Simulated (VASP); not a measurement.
Method: PBE GGA, VASP's PBE PAW potentials (set 64) (plane waves; VASP).

A VASP calculation is set up with these files.

**INCAR**
```
SYSTEM=CdSe
PREC=Accurate; ENCUT=480; LREAL=.False.
LASPH=.True.
EDIFF=1E-7; NELM=100; ALGO=Normal
LMAXMIX=4
ISMEAR=0; SIGMA=0.05
GGA=PE
ISIF=2
LWAVE=.False.; LCHARG=.False.
```

POSCAR:
```
CdSe
1
    0.0000000000     3.1885350327     3.1885350327
    3.1885350327     0.0000000000     3.1885350327
    3.1885350327     3.1885350327     0.0000000000
Cd Se
1 1
Direct
  1.0000000000   1.0000000000   1.0000000000
  0.2500000000   0.2500000000   0.2500000000
```

File KPOINTS:
```
Automatic
0
gamma
  8 8 8
0 0 0
```

POTCAR, in this order: Cd Se (PBE.64 set). Program: vasp_std.

### Question
Estimate the energy per atom (σ→0), pressure, band gap (on the k-mesh).

### Answer

```
Item                                       Value
------------------------  ----------------------
energy per atom (σ→0)     -262.9 kJ/mol of atoms
band gap (on the k-mesh)                 0.31 eV
pressure                              -30.2 kbar
```

**OSZICAR**
```
...
DAV:   8    -0.544824542738E+01   -0.68846E-03   -0.11363E-02   789   0.150E+00    0.217E-01
DAV:   9    -0.544847853566E+01   -0.23311E-03   -0.17382E-03   864   0.535E-01    0.526E-02
DAV:  10    -0.544857194895E+01   -0.93413E-04   -0.19552E-04   809   0.184E-01    0.474E-02
DAV:  11    -0.544862590903E+01   -0.53960E-04   -0.91986E-05   764   0.696E-02    0.164E-02
DAV:  12    -0.544862484866E+01    0.10604E-05   -0.37648E-06   847   0.225E-02    0.511E-03
DAV:  13    -0.544862578225E+01   -0.93359E-06   -0.26399E-06   759   0.931E-03    0.352E-03
DAV:  14    -0.544862581321E+01   -0.30959E-07   -0.35501E-08   622   0.135E-03
   1 F= -.54486258E+01 E0= -.54486258E+01  d E =-.989343E-08
```

The compound is CdSe in the zinc blende structure, whereas wurtzite is the usual form. This cell was strained or had an atom moved on purpose.
